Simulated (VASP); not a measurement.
Method: PBE GGA with D3 dispersion (zero damping), VASP's PBE PAW potentials (set 64) (plane waves; VASP).

The input files of a VASP run:

**INCAR**
```
ALGO=Normal
EDIFF=1E-7
ENCUT=520
GGA=PE
ISIF=2
ISMEAR=0
IVDW=11
LASPH=T
LCHARG=F
LREAL=F
LWAVE=F
NELM=100
PREC=Accurate
SIGMA=0.05
SYSTEM=BP
```

### POSCAR
```
BP
1.0
  0.0000000000   2.2155943045   2.2155943045
  2.2155943045   0.0000000000   2.2155943045
  2.2155943045   2.2155943045   0.0000000000
B P
1 1
Cart
  0.0000000000   0.0000000000   0.0000000000
  1.1077971523   1.1077971523   1.1077971523
```

**KPOINTS**
```
kpoints
0
G
  10 10 10
0 0 0
```

POTCAR, in this order: B P (PBE.64 set). Program: vasp_std.

What VASP printed:

OSZICAR:
```
       N       E                     dE             d eps       ncg     rms          rms(c)
DAV:   1     0.103471458038E+02    0.10347E+02   -0.42077E+03   752   0.910E+02
DAV:   2    -0.134950052536E+02   -0.23842E+02   -0.23070E+02  1192   0.113E+02
DAV:   3    -0.137253897664E+02   -0.23038E+00   -0.23038E+00   896   0.148E+01
DAV:   4    -0.137259105142E+02   -0.52075E-03   -0.52075E-03  1232   0.699E-01
DAV:   5    -0.137259107347E+02   -0.22054E-06   -0.22054E-06   928   0.105E-02    0.799E+00
DAV:   6    -0.129797176004E+02    0.74619E+00   -0.18897E+00   856   0.784E+00    0.433E+00
DAV:   7    -0.128647722455E+02    0.11495E+00   -0.34410E-01  1144   0.359E+00    0.139E+00
DAV:   8    -0.128559919500E+02    0.87803E-02   -0.30313E-02   808   0.123E+00    0.245E-01
DAV:   9    -0.128562940452E+02   -0.30210E-03   -0.47033E-04  1104   0.209E-01    0.147E-01
DAV:  10    -0.128564779154E+02   -0.18387E-03   -0.26076E-04   864   0.130E-01    0.257E-02
DAV:  11    -0.128564885112E+02   -0.10596E-04   -0.12688E-05  1064   0.317E-02    0.355E-02
DAV:  12    -0.128564892303E+02   -0.71909E-06   -0.28744E-06   848   0.115E-02    0.870E-03
DAV:  13    -0.128564891617E+02    0.68595E-07   -0.69089E-08   640   0.219E-03
   1 F= -.13230957E+02 E0= -.13230957E+02  d E =-.369238E-15
```

OUTCAR:
```
------------------------ aborting loop because EDIFF is reached ----------------------------------------
 Edisp (eV)   -0.37447
  FORCE on cell =-STRESS in cart. coord.  units (eV):
  Direction    XX          YY          ZZ          XY          YZ          ZX
  --------------------------------------------------------------------------------------
  Total       1.57422     1.57422     1.57422    -0.00000    -0.00000     0.00000
  in kB     115.95132   115.95132   115.95132    -0.00000    -0.00000     0.00000
  external pressure =      115.95 kB  Pullay stress =        0.00 kB
  volume of cell :       21.75
      direct lattice vectors                 reciprocal lattice vectors
     0.000000000  2.215594305  2.215594305    -0.225673084  0.225673084  0.225673084
     2.215594305  0.000000000  2.215594305     0.225673084 -0.225673084  0.225673084
     2.215594305  2.215594305  0.000000000     0.225673084  0.225673084 -0.225673084
  FREE ENERGIE OF THE ION-ELECTRON SYSTEM (eV)
  ---------------------------------------------------
  free  energy   TOTEN  =       -13.2309567044 eV

  energy  without entropy=      -13.2309567044  energy(sigma->0) =      -13.23095670
```
(Selected blocks of OUTCAR.)

The compound is BP in the zinc blende structure. This cell is one point of a volume scan, at 0.94 of the reference volume.
